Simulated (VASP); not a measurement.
**Al2Pt: single point with PBEsol**

The system is Al2Pt.

```
Al Pt
1.0
     0.00000    2.94878    2.94878
     2.94878    0.00000    2.94878
     2.94878    2.94878    0.00000
Al Pt
2 1
Direct
  0.25000 0.25000 0.25000
  0.75000 0.75000 0.75000
  0.00000 0.00000 0.00000
```

The cell isn't the ideal one: cell and atoms relaxed tightly for response.

```json
{
 "Program": "VASP 6.6.1",
 "Task": "single point",
 "Functional": "PBEsol",
 "Potentials or basis": "VASP PAW PBE potentials, release 64 (Al, Pt)",
 "Cutoff": "520 eV",
 "k mesh": "12 × 12 × 12",
 "Occupations": "fermi-dirac, width 0.15 eV",
 "Spin": "no spin polarisation",
 "Dipole correction": "no",
 "Further INCAR settings": "ALGO = Fast; EDIFF = 1e-06; NBANDS = 15"
}
```

| Quantity | Value |
| --- | --- |
| Pressure | 0.0 GPa |
| Band gap on the k mesh | none (metal or under the smearing width) |

Levels at points of the mesh, in eV from the Fermi level:
```tsv
k point	band 5	band 6	band 7	band 8	band 9	band 10	band 11	band 12
(0.00, 0.00, 0.00)	-3.75	-3.75	3.02	3.78	3.78	3.78	5.45	5.45
(0.50, 0.00, 0.00)	-3.76	-3.52	-3.52	1.00	1.00	3.73	5.17	5.17
(0.50, 0.50, 0.00)	-3.83	-3.47	-3.24	-1.63	-1.63	3.19	3.31	8.07
```

Run time: 52 s on 1 thread of Intel(R) Xeon(R) Platinum 8488C (Sapphire Rapids), with other jobs on the host, peak memory 0.21 GiB.

Caveat: the PAW data sets were made with another functional, which shifts forces and pressure a little. Spin-orbit coupling is left out, which matters for the levels of Pt.
